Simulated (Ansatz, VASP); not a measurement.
# SiO2: VASP beside Ansatz, part 2 of 3

Wanted: the spread between two codes on one cell, functional and k mesh. The cell is taken from a series of runs on this material, whose earlier steps may have relaxed, scaled, displaced or heated it; both programs get it as it stands.

VASP 6.6.1 and Ansatz 0.2.0.

So far: The structure; Ansatz: zone-centre phonons, LDA.

## (3) VASP: zone-centre phonons, LDA

Level of this step: LDA; plane waves and PAW (O, Si) (VASP).

The same cell, functional (in two slightly different forms) and mesh now go to VASP, with its own data sets.

Lines of VASP's logs that name or quote its potential files are left out, and so is its time.

INCAR reads:

```
SYSTEM = SiO2
PREC = Accurate
ENCUT = 600
EDIFF = 1E-08
NELM = 120
ISMEAR = 0
SIGMA = 0.01
LREAL = .FALSE.
ALGO = Normal
GGA = PW92
NBANDS = 22
LORBIT = 11
LWAVE = .FALSE.
LCHARG = .FALSE.
ISIF = 2
IBRION = 8
LEPSILON = .TRUE.
LASPH = .TRUE.
GGA_COMPAT = .FALSE.
EFERMI = MIDGAP
KPAR = 2
```

POSCAR reads:

```
SiO2
1.0
    4.1549127599      0.0000000000      0.0000000000
    0.0000000000      4.1549127599      0.0000000000
    0.0000000000      0.0000000000      2.6613485654
O Si
4 2
Direct
    0.6944294069      0.6944294069      0.0000000000
    0.1944294069      0.8055705931      0.5000000000
    0.3055705931      0.3055705931      0.0000000000
    0.8055705931      0.1944294069      0.5000000000
    0.5000000000      0.5000000000      0.5000000000
    0.0000000000      0.0000000000      0.0000000000
```

KPOINTS reads:

```
Automatic mesh
0
Gamma
8 8 8
0 0 0
```

Potentials, in the order of the species: O and Si (LDA family, release 64).

The run is started by

```bash
$ mpirun -np 2 vasp_std
```

The log of the run:

```text
[banner, memory and clock lines left out]
running    2 mpi-ranks, on    1 nodes
 distrk:  each k-point on    1 cores,    2 groups
 distr:  one band on    1 cores,    1 groups

 POSCAR found type information on POSCAR O Si
 POSCAR found :  2 types and       6 ions
|                                                                             |
|               ----> ADVICE to this user running VASP <----                  |
|                                                                             |
|     You enforced a specific xc type in the INCAR file but a different       |
|     [... a line on the potential file left out ...]
|     I HOPE YOU KNOW WHAT YOU ARE DOING!                                     |
|                                                                             |

 LDA part: xc-table for (Slater(with rela. corr.)+PW92), standard interpolation
 POSCAR, INCAR and KPOINTS ok, starting setup
 FFT: planning ... GRIDC
 FFT: planning ... GRID_SOFT
 FFT: planning ... GRID
 WAVECAR not read
 entering main loop
       N       E                     dE             d eps       ncg     rms          rms(c)
DAV:   1     0.160690667494E+03    0.16069E+03   -0.19527E+04  3308   0.157E+03
DAV:   2    -0.493424619960E+02   -0.21003E+03   -0.20097E+03  4354   0.323E+02
DAV:   3    -0.569337943365E+02   -0.75913E+01   -0.75593E+01  4194   0.615E+01
DAV:   4    -0.569896457897E+02   -0.55851E-01   -0.55822E-01  4110   0.609E+00
DAV:   5    -0.569901678140E+02   -0.52202E-03   -0.52198E-03  4134   0.565E-01    0.181E+01
DAV:   6    -0.521387802227E+02    0.48514E+01   -0.17025E+01  3978   0.280E+01    0.866E+00
DAV:   7    -0.520789662761E+02    0.59814E-01   -0.60854E-01  3954   0.499E+00    0.306E+00
DAV:   8    -0.520488899001E+02    0.30076E-01   -0.21907E-02  3984   0.140E+00    0.108E+00
DAV:   9    -0.520435716749E+02    0.53182E-02   -0.49701E-03  4002   0.629E-01    0.221E-01
DAV:  10    -0.520435828551E+02   -0.11180E-04   -0.19813E-04  4020   0.122E-01    0.590E-02
DAV:  11    -0.520435775419E+02    0.53132E-05   -0.24822E-05  4098   0.389E-02    0.167E-02
DAV:  12    -0.520435770165E+02    0.52540E-06   -0.24976E-06  3960   0.124E-02    0.579E-03
DAV:  13    -0.520435770334E+02   -0.16925E-07   -0.18649E-07  4122   0.320E-03    0.135E-03
DAV:  14    -0.520435770323E+02    0.11150E-08   -0.28967E-09  2568   0.420E-04
   1 F= -.52043577E+02 E0= -.52043577E+02  d E =0.000000E+00
 Linear response reoptimize wavefunctions to high precision
DAV:   1    -0.520435770320E+02    0.26648E-09   -0.55586E-10  2736   0.243E-04
DAV:   2    -0.520435770320E+02   -0.25921E-10   -0.10424E-10  2358   0.814E-05
 Linear response G [H, r] |phi>, progress :
  Direction:   1
       N       E                     dE             d eps       ncg     rms
RMM:   1    -0.139382406864E+03   -0.13938E+03    0.89323E-01  7498   0.987E+01
RMM:   2    -0.116471315903E+03    0.22911E+02   -0.92399E+00  5502   0.217E+01
RMM:   3    -0.116527348216E+03   -0.56032E-01   -0.10659E-01  5761   0.211E+00
RMM:   4    -0.116528831844E+03   -0.14836E-02   -0.17017E-03  6017   0.253E-01
RMM:   5    -0.116528861482E+03   -0.29638E-04   -0.13748E-04  6083   0.365E-02
RMM:   6    -0.116528864130E+03   -0.26477E-05   -0.11029E-04  6174   0.710E-03
RMM:   7    -0.116528864590E+03   -0.46047E-06   -0.11164E-04  6145   0.328E-03
RMM:   8    -0.116528864617E+03   -0.26899E-07   -0.10438E-04  4965   0.273E-03
RMM:   9    -0.116528864654E+03   -0.36478E-07   -0.11207E-04  4172   0.267E-03
RMM:  10    -0.116528864327E+03    0.32627E-06   -0.12560E-04  3983   0.268E-03
RMM:  11    -0.116528863130E+03    0.11972E-05   -0.19698E-04  3961   0.270E-03
 Linear response G [H, r] |phi>, progress :
  Direction:   2
       N       E                     dE             d eps       ncg     rms
RMM:   1    -0.139043205594E+03   -0.13904E+03    0.47393E+01  7490   0.997E+01
RMM:   2    -0.113088624994E+03    0.25955E+02   -0.10457E+01  5527   0.233E+01
RMM:   3    -0.113164415248E+03   -0.75790E-01   -0.11250E-01  5763   0.222E+00
RMM:   4    -0.113166187049E+03   -0.17718E-02   -0.17898E-03  6046   0.276E-01
RMM:   5    -0.113166221366E+03   -0.34318E-04   -0.28890E-05  6149   0.388E-02
RMM:   6    -0.113166222495E+03   -0.11292E-05    0.15411E-05  6222   0.762E-03
RMM:   7    -0.113166222633E+03   -0.13726E-06    0.49144E-06  6180   0.359E-03
RMM:   8    -0.113166222662E+03   -0.28906E-07    0.22668E-05  5038   0.303E-03
RMM:   9    -0.113166222738E+03   -0.76575E-07    0.24316E-05  4166   0.297E-03
RMM:  10    -0.113166222816E+03   -0.78324E-07    0.51295E-05  4026   0.298E-03
RMM:  11    -0.113166222502E+03    0.31426E-06   -0.54178E-05  4006   0.300E-03
 Linear response G [H, r] |phi>, progress :
  Direction:   3
       N       E                     dE             d eps       ncg     rms
RMM:   1    -0.134391846474E+03   -0.13439E+03    0.35375E+01  7214   0.956E+01
[...]
RMM:   6    -0.339984609010E+00   -0.54035E-09   -0.41247E-08  4048   0.248E-04
 change of polarisation eV/A/(eV/A) component  3 :    -0.058    -0.047     0.680
 dielectric tensor                  component  3 :    -0.228    -0.184     3.678
 Linear response to external field, progress :
  Direction:   1
       N       E                     dE             d eps       ncg     rms          rms(c)
[...]
RMM:   5    -0.339614008154E+00   -0.91652E-03   -0.14640E-04  5820   0.923E-02    0.107E-02
RMM:   6    -0.339727018389E+00   -0.11301E-03   -0.19206E-06  6006   0.893E-03    0.525E-03
RMM:   7    -0.339785771870E+00   -0.58753E-04   -0.23040E-07  6040   0.275E-03    0.338E-04
RMM:   8    -0.339794656754E+00   -0.88849E-05    0.69708E-09  6087   0.533E-04    0.140E-04
RMM:   9    -0.339795311062E+00   -0.65431E-06   -0.26692E-08  5031   0.251E-04    0.132E-05
RMM:  10    -0.339795547402E+00   -0.23634E-06   -0.34135E-08  2954   0.155E-04    0.688E-06
 change of polarisation eV/A/(eV/A) component  3 :    -0.057    -0.046     0.641
 dielectric tensor                  component  3 :    -0.224    -0.180     3.525
 Linear response DOF=           4
 Linear response progress:
  Degree of freedom:   1/  4
       N       E                     dE             d eps       ncg     rms          rms(c)
RMM:   1    -0.377220451317E+00   -0.37722E+00    0.31585E-01 14048   0.382E+00
RMM:   2    -0.369047999812E+00    0.81725E-02   -0.90948E-03 12920   0.604E-01    0.239E-01
RMM:   3    -0.370085993022E+00   -0.10380E-02   -0.14814E-03 11930   0.222E-01    0.130E-01
RMM:   4    -0.371940747097E+00   -0.18548E-02   -0.11262E-03 12546   0.177E-01    0.355E-02
RMM:   5    -0.372058650138E+00   -0.11790E-03   -0.33329E-05 13384   0.360E-02    0.107E-02
RMM:   6    -0.372108808644E+00   -0.50159E-04   -0.67751E-07 13668   0.534E-03    0.285E-03
RMM:   7    -0.372109828412E+00   -0.10198E-05   -0.35629E-07 13505   0.213E-03    0.476E-04
RMM:   8    -0.372107035209E+00    0.27932E-05    0.95404E-09 13736   0.572E-04    0.210E-04
RMM:   9    -0.372108391128E+00   -0.13559E-05   -0.73421E-08 13785   0.235E-04    0.487E-05
RMM:  10    -0.372107916173E+00    0.47496E-06   -0.26283E-08 13760   0.144E-04    0.114E-05
RMM:  11    -0.372107968507E+00   -0.52335E-07   -0.93248E-08 13900   0.866E-05    0.363E-06
RMM:  12    -0.372107971772E+00   -0.32647E-08   -0.81506E-08 13576   0.806E-05    0.109E-06
 first order change of Fermi-energy  -0.15837E+00
 force on displaced ion       1 direction 1 : -22.879 -10.976   0.000
 Born effective charge ion    1 direction 1 :  -1.891  -0.549   0.000
 Linear response progress:
  Degree of freedom:   2/  4
       N       E                     dE             d eps       ncg     rms          rms(c)
RMM:   1    -0.353762612807E+00   -0.35376E+00    0.35662E-01 12098   0.384E+00
RMM:   2    -0.347146548083E+00    0.66161E-02   -0.77527E-03 11026   0.562E-01    0.239E-01
RMM:   3    -0.348456364249E+00   -0.13098E-02   -0.90897E-04  9898   0.192E-01    0.128E-01
RMM:   4    -0.350745713791E+00   -0.22893E-02   -0.93538E-04 10154   0.186E-01    0.230E-02
RMM:   5    -0.350648755943E+00    0.96958E-04   -0.40968E-05 11494   0.382E-02    0.286E-03
RMM:   6    -0.350696275932E+00   -0.47520E-04   -0.19239E-07 11984   0.548E-03    0.110E-03
RMM:   7    -0.350688251810E+00    0.80241E-05    0.20680E-07 11868   0.135E-03    0.161E-04
RMM:   8    -0.350689120673E+00   -0.86886E-06   -0.66857E-08 12060   0.261E-04    0.723E-05
RMM:   9    -0.350689276164E+00   -0.15549E-06   -0.76940E-08 12108   0.133E-04    0.952E-06
RMM:  10    -0.350689494267E+00   -0.21810E-06   -0.71672E-08 11265   0.105E-04    0.600E-06
RMM:  11    -0.350689474760E+00    0.19507E-07   -0.78066E-08 11420   0.953E-05    0.879E-07
RMM:  12    -0.350689474344E+00    0.41646E-09   -0.87405E-08  8946   0.933E-05    0.218E-07
 first order change of Fermi-energy   0.33032E-03
 force on displaced ion       1 direction 3 :  -0.005  -0.005 -20.593
 Born effective charge ion    1 direction 3 :  -0.000  -0.000  -2.014
 Linear response progress:
  Degree of freedom:   3/  4
       N       E                     dE             d eps       ncg     rms          rms(c)
RMM:   1    -0.329631860506E-01   -0.32963E-01    0.12305E-01 21889   0.192E+00
RMM:   2    -0.238623420442E-01    0.91008E-02   -0.47192E-03 12928   0.503E-01    0.167E-01
RMM:   3    -0.231373743207E-01    0.72497E-03   -0.54113E-04 13294   0.109E-01    0.104E-01
RMM:   4    -0.226864367637E-01    0.45094E-03   -0.46889E-04 13316   0.128E-01    0.176E-02
RMM:   5    -0.226699373989E-01    0.16499E-04   -0.14843E-05 13454   0.215E-02    0.763E-03
RMM:   6    -0.226678608514E-01    0.20765E-05    0.12542E-06 13257   0.803E-03    0.138E-03
RMM:   7    -0.226695598015E-01   -0.16990E-05    0.43013E-07 13561   0.112E-03    0.620E-04
RMM:   8    -0.226712789007E-01   -0.17191E-05   -0.34436E-07 13533   0.532E-04    0.815E-05
RMM:   9    -0.226714410975E-01   -0.16220E-06   -0.28263E-07 13613   0.127E-04    0.330E-05
RMM:  10    -0.226714836020E-01   -0.42504E-07   -0.26114E-07 13672   0.550E-05    0.866E-06
RMM:  11    -0.226714989748E-01   -0.15373E-07   -0.67785E-07 13775   0.344E-05    0.249E-06
RMM:  12    -0.226714588330E-01    0.40142E-07   -0.32005E-07 13225   0.318E-05    0.130E-06
RMM:  13    -0.226714519470E-01    0.68860E-08   -0.20663E-07 11423   0.293E-05    0.328E-07
RMM:  14    -0.226714544824E-01   -0.25354E-08   -0.24796E-07 10019   0.284E-05    0.952E-08
 first order change of Fermi-energy  -0.61199E-05
 force on displaced ion       5 direction 1 : -32.685  -7.869   0.000
 Born effective charge ion    5 direction 1 :   3.781  -0.353   0.000
 Linear response progress:
  Degree of freedom:   4/  4
       N       E                     dE             d eps       ncg     rms          rms(c)
RMM:   1    -0.191372274348E-01   -0.19137E-01    0.36943E-02 10357   0.126E+00
RMM:   2    -0.165409474128E-01    0.25963E-02   -0.11640E-03  7677   0.231E-01    0.200E-01
RMM:   3    -0.164697966196E-01    0.71151E-04   -0.12655E-04  7923   0.661E-02    0.118E-01
RMM:   4    -0.165716416843E-01   -0.10185E-03   -0.17028E-04  7818   0.736E-02    0.933E-03
RMM:   5    -0.165411009016E-01    0.30541E-04   -0.47173E-06  7883   0.125E-02    0.209E-03
RMM:   6    -0.165400879641E-01    0.10129E-05   -0.30931E-08  8117   0.118E-03    0.580E-04
RMM:   7    -0.165383011436E-01    0.17868E-05    0.25648E-08  8142   0.538E-04    0.114E-04
RMM:   8    -0.165380646349E-01    0.23651E-06    0.10105E-08  8172   0.109E-04    0.481E-05
RMM:   9    -0.165381142011E-01   -0.49566E-07   -0.21890E-10  8282   0.395E-05    0.236E-06
RMM:  10    -0.165381089798E-01    0.52212E-08    0.37624E-10  7430   0.250E-05    0.109E-06
 first order change of Fermi-energy  -0.15109E-05
 force on displaced ion       5 direction 3 :  -0.000  -0.000 -24.288
 Born effective charge ion    5 direction 3 :   0.000   0.000   4.026
 Born effective charges drift removed
 Linear response finished
```

(Continued in part 3 of 3.)

[Lines on the potential files, build, host, timing and source positions are cut from VASP's logs without a mark.]

[Logs are printed without paths, hosts, clocks, repeated set-up lines and the standing remarks that a program may print on its own settings, such as how far it seeks lower states.]

[Hosts, paths, dates, database ids (printed as entryN), source tags and the programs' standing remarks are cut or masked in the printed files.]
